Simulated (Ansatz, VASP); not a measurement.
## Equation of state of Au3Si under PBE

Symmetry: Fm-3m, No. 225, cubic system. Conventional cell: a = 6.571 Å, b = 6.571 Å, c = 6.571 Å, α = 90.00°, β = 90.00°, γ = 90.00°. Au (site symmetry m-3m) is surrounded by 8 Au at 2.85 Å. Au (site symmetry -43m) has 4 Si at 2.85 Å and 4 Au at 2.85 Å as nearest neighbours. Si (site symmetry m-3m) is surrounded by 8 Au at 2.85 Å.

The cell comes from a database or a generator and needn't be the stable form of this composition.

The cell was scaled at fixed shape and fractions and run with Ansatz, Ansatz PAW, cutoff 420 eV; PBE, k mesh 7 × 7 × 7 on the cell of 4 atoms, fermi-dirac occupations of 0.05 eV, no spin polarisation, no spin-orbit coupling. Energies are those that the program minimises, any entropy of the smearing included. For a metal such a mesh isn't converged to the digits shown.

```csv
V (Å³/atom),energy over the lowest row (meV/atom)
16.6723,20.14
17.0270,6.83
17.3817,0.40
17.7365,0.00
18.0912,?
18.4459,14.40
18.8007,27.93
```

Q: Fit the third-order Birch-Murnaghan form, give V0, B0 and B′, and predict the energy left open.

A: With y = (V0/V)^(2/3), E = E0 + (9 V0 B0/16) [(y - 1)³ B′ + (y - 1)² (6 - 4y)]. Least squares through the rows shown give V0 = 17.5820 Å³/atom, E0 = -0.51 meV, B0 = 125.1 GPa (1 eV/Å³ = 160.218 GPa) and B′ = 5.61, with a largest miss of 0.01 meV. At V = 18.0912 the form with these constants gives 4.90 meV; the run gave 4.89 meV an atom. Other set-ups at this level, from all their volumes (Å³/atom, GPa): VASP, PBE PAW files Au, Si, 520 eV: V0 17.566, B0 124.8.
